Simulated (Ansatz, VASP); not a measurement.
# Al2CoO4 in two plane-wave programs, part 3 of 3

Aim: how closely do two programs agree when they are given the same cell, functional and k mesh? The structure shown is the end of the Ansatz relaxation below.

VASP 6.6.1 and Ansatz 0.2.0.

So far: Set-up; Ansatz: relaxation, PBEsol; VASP: single point, PBEsol.

## Step 3: VASP: single point, PBEsol (continued)

Level of this step: PBEsol, spin-polarised from an antiferromagnetic start; plane waves and PAW (Al, Co, O) (VASP).

Numbers of over 12 decimals in the logs are rounded to 6 here.

Parts of OUTCAR (step 3):

```text
ion  position               nearest neighbor table
   1  0.625  0.938  0.813-  16 1.91  25 1.91  19 1.92  22 1.92  17 1.92  24 1.92   5 2.86   5 2.86
                             3 2.86   3 2.86   8 2.86   7 2.86
   2  0.625  0.438  0.313-  15 1.91  26 1.91  20 1.92  21 1.92  18 1.92  23 1.92   6 2.86   6 2.86
                             4 2.86   4 2.86   8 2.86   7 2.86
   3  0.625  0.438  0.813-  25 1.91  16 1.91  13 1.92  28 1.92  17 1.92  24 1.92   5 2.86   5 2.86
                             1 2.86   1 2.86   7 2.86   8 2.86
   4  0.625  0.938  0.313-  26 1.91  15 1.91  14 1.92  27 1.92  18 1.92  23 1.92   6 2.86   6 2.86
                             2 2.86   2 2.86   7 2.86   8 2.86
   5  0.125  0.438  0.813-  25 1.91  16 1.91  19 1.92  13 1.92  22 1.92  28 1.92   3 2.86   1 2.86
                             1 2.86   3 2.86   7 2.86   8 2.86
   6  0.125  0.938  0.313-  26 1.91  15 1.91  20 1.92  14 1.92  21 1.92  27 1.92   4 2.86   2 2.86
                             2 2.86   4 2.86   8 2.86   7 2.86
   7  0.625  0.188  0.563-  23 1.92  17 1.92  21 1.92  27 1.92  19 1.92  13 1.92   3 2.86   4 2.86
                             1 2.86   2 2.86   6 2.86   5 2.86
   8  0.625  0.688  0.063-  24 1.92  18 1.92  22 1.92  28 1.92  20 1.92  14 1.92   3 2.86   4 2.86
                             1 2.86   2 2.86   5 2.86   6 2.86
   9  0.999  0.500  0.501-  16 1.94  23 1.95  21 1.95  27 1.95
  10  0.999  0.000  0.001-  15 1.94  24 1.95  22 1.95  28 1.95
  11  0.251  0.375  0.124-  25 1.94  18 1.95  14 1.95  20 1.95
  12  0.251  0.875  0.624-  26 1.94  17 1.95  13 1.95  19 1.95
  13  0.389  0.528  0.694-   3 1.92   5 1.92   7 1.92  12 1.95
  14  0.389  0.028  0.194-   4 1.92   6 1.92   8 1.92  11 1.95
  15  0.861  0.070  0.209-   6 1.91   2 1.91   4 1.91  10 1.94
  16  0.861  0.570  0.709-   5 1.91   1 1.91   3 1.91   9 1.94
  17  0.834  0.083  0.694-   3 1.92   1 1.92   7 1.92  12 1.95
  18  0.834  0.583  0.194-   4 1.92   2 1.92   8 1.92  11 1.95
  19  0.389  0.083  0.694-   1 1.92   5 1.92   7 1.92  12 1.95
  20  0.389  0.583  0.194-   2 1.92   6 1.92   8 1.92  11 1.95
  21  0.861  0.292  0.431-   2 1.92   6 1.92   7 1.92   9 1.95
  22  0.861  0.792  0.931-   1 1.92   5 1.92   8 1.92  10 1.95
  23  0.416  0.292  0.431-   4 1.92   2 1.92   7 1.92   9 1.95
  24  0.416  0.792  0.931-   3 1.92   1 1.92   8 1.92  10 1.95
  25  0.389  0.305  0.916-   5 1.91   3 1.91   1 1.91  11 1.94
  26  0.389  0.805  0.416-   6 1.91   4 1.91   2 1.91  12 1.94
  27  0.861  0.847  0.431-   4 1.92   6 1.92   7 1.92   9 1.95
  28  0.861  0.347  0.931-   3 1.92   5 1.92   8 1.92  10 1.95

  LATTYP: Found a trigonal (rhomboedric) cell.
 ALAT       =     9.9123766434
 COS(alpha) =     0.8339541749

 Subroutine GETGRP returns: Found 12 space group operations
 (whereof  6 operations were pure point group operations)

The static configuration has the point symmetry C_3v.
 The point group associated with its full space group is D_3d.

 Found     76 irreducible k-points:

   k-points           NKPTS =     76   k-points in BZ     NKDIM =     76   number of bands    NBANDS=    100

   dimension x,y,z NGX =    48 NGY =   48 NGZ =   80
   dimension x,y,z NGXF=    96 NGYF=   96 NGZF=  160

   ENCUT  =  600.0 eV  44.10 Ry    6.64 a.u.  11.41 11.41 19.80*2*pi/ulx,y,z

   NELECT =     156.0000    total number of electrons

 k-points in reciprocal lattice and weights: Automatic mesh
   0.00000000  0.00000000  0.00000000       0.003
   0.16666667  0.00000000 -0.00000000       0.007
   0.33333333  0.00000000  0.00000000       0.007
   0.50000000  0.00000000  0.00000000       0.010
  -0.00000000  0.16666667  0.00000000       0.014
   0.33333333  0.16666667  0.00000000       0.014
   0.50000000  0.16666667 -0.00000000       0.028
  -0.00000000  0.33333333 -0.00000000       0.014
   0.16666667  0.33333333  0.00000000       0.007
[...]
83       8.8764      0.00000
    ...

 k-point     6 :       0.3333    0.1667    0.0000
  band No.  band energies     occupation
    ...
     74       6.3165      1.00000
     75       7.3074      1.00000
     76       7.3244      1.00000
     77       7.3800      1.00000
     78       7.3980      1.00000
     79       8.4757      0.00000
     80       8.5838      0.00000
     81       8.6506      0.00000
     82       8.7802      0.00000
     83       8.8155      0.00000
    ...

 spin component 2
 k-point     1 :       0.0000    0.0000    0.0000
  band No.  band energies     occupation
    ...
     74       6.4100      1.00000
     75       7.2577      1.00000
     76       7.2582      1.00000
     77       7.3356      1.00000
     78       7.3361      1.00000
     79       8.3868      0.00000
     80       8.7857      0.00000
     81       8.7859      0.00000
     82       8.8674      0.00000
     83       8.9065      0.00000
    ...

 k-point     2 :       0.1667    0.0000   -0.0000
  band No.  band energies     occupation
    ...
     74       6.3876      1.00000
     75       7.2789      1.00000
     76       7.3129      1.00000
     77       7.3249      1.00000
     78       7.3634      1.00000
     79       8.4237      0.00000
     80       8.6902      0.00000
     81       8.7815      0.00000
     82       8.7886      0.00000
     83       8.8783      0.00000
    ...

 k-point     3 :       0.3333    0.0000    0.0000
  band No.  band energies     occupation
    ...
     74       6.3162      1.00000
     75       7.2934      1.00000
     76       7.3164      1.00000
     77       7.4038      1.00000
     78       7.4263      1.00000
     79       8.4925      0.00000
     80       8.5358      0.00000
     81       8.5946      0.00000
     82       8.7892      0.00000
     83       8.8374      0.00000
    ...

 k-point     4 :       0.5000    0.0000    0.0000
  band No.  band energies     occupation
    ...
     74       6.2511      1.00000
     75       7.2811      1.00000
     76       7.3279      1.00000
     77       7.4326      1.00000
     78       7.4710      1.00000
     79       8.4606      0.00000
     80       8.5207      0.00000
     81       8.5272      0.00000
     82       8.7901      0.00000
     83       8.8090      0.00000
    ...

 k-point     5 :      -0.0000    0.1667    0.0000
  band No.  band energies     occupation
    ...
     74       6.3791      1.00000
     75       7.2751      1.00000
     76       7.3157      1.00000
     77       7.3285      1.00000
     78       7.3638      1.00000
     79       8.4267      0.00000
     80       8.6809      0.00000
     81       8.7886      0.00000
     82       8.7955      0.00000
     83       8.8764      0.00000
    ...

  Total       -0.3879770     -0.3879770     -0.3879763     -0.0048998     -0.0049000     -0.0049000
  in kB       -2.3532613     -2.3532613     -2.3532570     -0.0297198     -0.0297209     -0.0297209
  external PRESSURE =      -2.3532599 kB  Pullay stress =       0.0000000 kB

  energy-cutoff  :      600.00
  volume of cell :      264.15
      direct lattice vectors                 reciprocal lattice vectors
     4.039165734 -0.000000954 -4.039162046     0.123701433  0.123701433 -0.123874587
     4.039166688 -4.039166688  0.000000000     0.061937193 -0.185638626  0.061937293
    -4.050482967 -4.050482967 -8.089642273    -0.061764181 -0.061764181 -0.061764223

 POSITION                                       TOTAL-FORCE (eV/Angst)
 -----------------------------------------------------------------------------------
      3.02018     -7.07774     -9.09731         0.000000     -0.000000      0.000000
      3.02584     -3.03291     -5.05249         0.000000     -0.000000      0.000000
      1.00060     -5.05815     -9.09731         0.000000     -0.000000      0.000000
      5.04542     -5.05250     -5.05249         0.000000     -0.000000      0.000000
     -1.01899     -5.05815     -7.07773         0.000000     -0.000000      0.000000
      3.02584     -5.05250     -3.03291         0.000000     -0.000000      0.000000
      1.00342     -3.03574     -7.07490         0.000000     -0.000000      0.000000
      5.04825     -3.03008     -3.03008         0.000000     -0.000000      0.000000
      4.02687     -4.05146     -8.09062         0.001243      0.001243      0.001243
      4.03253     -0.00664     -4.04580         0.001243      0.001243      0.001243
      2.02480     -2.01436     -2.01436        -0.001243     -0.001243     -0.001243
      2.01914     -6.05919     -6.05918        -0.001243     -0.001243     -0.001243
      0.89067     -4.94590     -7.18766         0.013628     -0.012835      0.013628
      0.89633     -0.90107     -3.14284         0.013628     -0.012835      0.013628
      2.91227     -1.12690     -5.16606         0.013910      0.013910      0.013910
      2.90661     -5.17172     -9.21088         0.013910      0.013910      0.013910
      0.89067     -3.14850     -8.98505         0.013628      0.013628     -0.012835
      4.93549     -3.14284     -4.94023         0.013628      0.013628     -0.012835
     -0.90673     -3.14850     -7.18766        -0.012835      0.013628      0.013628
      3.13810     -3.14284     -3.14284        -0.012835      0.013628      0.013628
      2.91358     -2.92299     -6.96214         0.012835     -0.013628     -0.013628
      2.90792     -6.96781    -11.00696         0.012835     -0.013628     -0.013628
      1.11618     -2.92298     -5.16475        -0.013628     -0.013628      0.012835
      1.11052     -6.96781     -9.20957        -0.013628     -0.013628      0.012835
     -0.90542     -4.94458     -8.98374        -0.013910     -0.013910     -0.013910
      3.13941     -4.93893     -4.93892        -0.013910     -0.013910     -0.013910
      5.15535     -5.16475     -6.96214        -0.013628      0.012835     -0.013628
      1.11052     -5.17041    -11.00696        -0.013628      0.012835     -0.013628
 -----------------------------------------------------------------------------------
    total drift:                                0.001108      0.001110     -0.009548

  FREE ENERGIE OF THE ION-ELECTRON SYSTEM (eV)
  ---------------------------------------------------
  free  energy   TOTEN  =      -214.3665064415 eV

  energy  without entropy=     -214.3665064415  energy(sigma->0) =     -214.36650644

 total charge
# of ion       s       p       d       tot
------------------------------------------
    1        0.315   0.403   0.000   0.718
    2        0.315   0.403   0.000   0.718
    3        0.315   0.403   0.000   0.718
    4        0.315   0.403   0.000   0.718
    5        0.315   0.403   0.000   0.718
    6        0.315   0.403   0.000   0.718
    7        0.315   0.401   0.000   0.716
    8        0.315   0.401   0.000   0.716
    9        0.354   0.454   7.178   7.986
   10        0.354   0.454   7.178   7.986
   11        0.354   0.454   7.178   7.986
   12        0.354   0.454   7.178   7.986
   13        1.539   3.577   0.000   5.116
   14        1.539   3.577   0.000   5.116
   15        1.540   3.579   0.000   5.119
   16        1.540   3.579   0.000   5.119
   17        1.539   3.577   0.000   5.116
   18        1.539   3.577   0.000   5.116
   19        1.539   3.577   0.000   5.116
   20        1.539   3.577   0.000   5.116
   21        1.539   3.577   0.000   5.116
   22        1.539   3.577   0.000   5.116
   23        1.539   3.577   0.000   5.116
   24        1.539   3.577   0.000   5.116
   25        1.540   3.579   0.000   5.119
   26        1.540   3.579   0.000   5.119
   27        1.539   3.577   0.000   5.116
   28        1.539   3.577   0.000   5.116
--------------------------------------------------
tot         28.570  62.273  28.711 119.555

 magnetization (x)
# of ion       s       p       d       tot
------------------------------------------
    1        0.000   0.001   0.000   0.001
    2       -0.000  -0.001   0.000  -0.001
    3        0.000   0.001   0.000   0.001
    4       -0.000  -0.001   0.000  -0.001
    5        0.000   0.001   0.000   0.001
    6       -0.000  -0.001   0.000  -0.001
    7        0.000   0.000   0.000   0.000
    8        0.000   0.000   0.000   0.000
    9       -0.012  -0.059  -2.425  -2.496
   10        0.012   0.059   2.425   2.496
   11       -0.012  -0.059  -2.425  -2.496
   12        0.012   0.059   2.425   2.496
   13        0.004   0.058   0.000   0.063
   14       -0.004  -0.058   0.000  -0.063
   15        0.003   0.049   0.000   0.052
   16       -0.003  -0.049   0.000  -0.052
   17        0.004   0.058   0.000   0.063
   18       -0.004  -0.058   0.000  -0.063
   19        0.004   0.058   0.000   0.063
   20       -0.004  -0.058   0.000  -0.063
   21       -0.004  -0.058   0.000  -0.063
   22        0.004   0.058   0.000   0.063
   23       -0.004  -0.058   0.000  -0.063
   24        0.004   0.058   0.000   0.063
   25       -0.003  -0.049   0.000  -0.052
   26        0.003   0.049   0.000   0.052
   27       -0.004  -0.058   0.000  -0.063
   28        0.004   0.058   0.000   0.063
--------------------------------------------------
tot         -0.000  -0.000   0.000  -0.000
```

The magnetic state follows from one typed start and may not be the lowest. The gap is read on the k-mesh alone, so it is an upper bound where the band edges lie off the mesh. The PAW data sets were made with PBE, which is usual practice but a small mismatch for other functionals.

## Step 4: Side by side

Known differences besides the potentials themselves: VASP starts from the moments at which Ansatz ended; the data sets hold 188 valence electrons in Ansatz (on its PAW soft_1 files) and 156 in VASP; the cutoff is 420 eV in Ansatz and 600 eV in VASP; Ansatz makes its cores anew for this functional, VASP keeps those of its PBE data sets; Ansatz's pressure holds a Pulay correction, VASP's none; site moments are counted in spheres of each program's own size. Total energies have different zeros and are not compared.

Compared:

```
              quantity  Ansatz   VASP  difference
        pressure (GPa)    0.00  -0.24       +0.24
gap on the k mesh (eV)   0.841  0.842      -0.001
   moment on Co12 (μB)    2.30   2.50       -0.20
   moment on Co11 (μB)   -2.30  -2.50       +0.20
   moment on Co10 (μB)    2.30   2.50       -0.20
    moment on Co9 (μB)   -2.30  -2.50       +0.20
    moment on O14 (μB)   -0.07  -0.06        0.00
    moment on O13 (μB)    0.07   0.06        0.00
    moment on O27 (μB)   -0.07  -0.06        0.00
    moment on O28 (μB)    0.07   0.06        0.00
```

The largest component of a force difference here is 14 meV/Å. A gap on the mesh is an upper bound, since the band edges may lie between its points.

## Step 5: Outcome

```yaml
difference_in_gap_on_the_k_mesh_single_point_pbesol: -0.0014 eV
r_m_s_force_difference_single_point_pbesol: 10 meV/Å
```

In words: The r.m.s. force difference is 10 meV/Å (single point, PBEsol), within the 12 meV/Å picked in this series as the mark of a large difference. The data sets hold unlike numbers of valence electrons (188 in Ansatz and 156 in VASP), so part of the differences may come from the potentials. Such differences can come from data sets, numerical settings and the points named under the comparisons, not from the functional's error against experiment.

[Lines on the potential files, build, host, timing and source positions are cut from VASP's logs without a mark.]

[Logs are printed without paths, hosts, clocks, repeated set-up lines and the standing remarks that a program may print on its own settings, such as how far it seeks lower states.]

[Hosts, paths, dates, database ids (printed as entryN), source tags and the programs' standing remarks are cut or masked in the printed files.]
